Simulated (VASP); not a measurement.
VASP input:

### KPOINTS
```
kpoints
0
G
6 6 4
```

POSCAR:
```
MgI2
1.0
  2.1099134250  -3.6544768129   0.0000000000
  2.1099134250   3.6544768129   0.0000000000
  0.0000000000   0.0000000000   6.9590970697
Mg I
1 2
Cartesian
  0.0000000000   0.0000000000   0.0000000000
  2.1099134250   1.2181613740   1.6912554601
  2.1099134250  -1.2181613740   5.2678416096
```

### INCAR
```
ISMEAR = 0
ISIF = 4
EDIFF = 1E-7   ! SCF stop (eV)
NELM = 100   ! most electronic steps
GGA = BO
LCHARG = F
PREC = Accurate
LUSE_VDW = T
PARAM1 = 0.1833333333
IBRION = 2   ! conjugate gradients
LMAXMIX = 4
NSW = 30
LREAL = F   ! projection in real space or not
LASPH = T   ! aspherical one-centre terms
LWAVE = F
EDIFFG = -0.01
AGGAC = 0.0
SIGMA = 0.05   ! width (eV)
ENCUT = 520   ! plane-wave cut-off (eV)
SYSTEM = MgI2
ALGO = Normal
PARAM2 = 0.22
```

POTCAR, in this order: Mg I (PBE.64 set). Program: vasp_std.

Question: Write an equivalent input for Quantum ESPRESSO's pw.x.

Answer: One equivalent input (not run):
```
&CONTROL
  calculation = 'vc-relax'
  pseudo_dir = './pseudo'
  outdir = './out'
  tprnfor = .true.
  tstress = .true.
  nstep = 30
  forc_conv_thr = 0.00039
/
&SYSTEM
  ibrav = 0
  nat = 3
  ntyp = 2
  ecutwfc = 84
  occupations = 'smearing'
  smearing = 'gaussian'
  degauss = 0.003675
  input_dft = 'vdw-df-obk8'
/
&ELECTRONS
  conv_thr = 7.3e-09
  electron_maxstep = 100
/
&IONS
/
&CELL
  cell_dofree = 'shape'
/
ATOMIC_SPECIES
  Mg 24.305 Mg.upf
  I 126.904 I.upf
CELL_PARAMETERS angstrom
     2.1099134   -3.6544768    0.0000000
     2.1099134    3.6544768    0.0000000
     0.0000000    0.0000000    6.9590971
ATOMIC_POSITIONS crystal
  Mg   0.0000000  0.0000000  0.0000000
  I    0.3333330  0.6666670  0.2430280
  I    0.6666670  0.3333330  0.7569720
K_POINTS automatic
  6 6 4 0 0 0
```
What does not carry over: the potentials are each code's own (VASP's PAW set, PseudoDojo norm-conserving files in pw.x), so ENCUT and ecutwfc are chosen apart and not converted; conv_thr bounds pw.x's estimated SCF error, while EDIFF bounds the energy change between steps; forc_conv_thr acts on force components and is met together with etot_conv_thr.

The compound is MgI2 in the 1T layered structure. This cell is one point of a volume scan, at 1.03 of the reference volume. Symmetry was kept, so distortions that lower it aren't found.
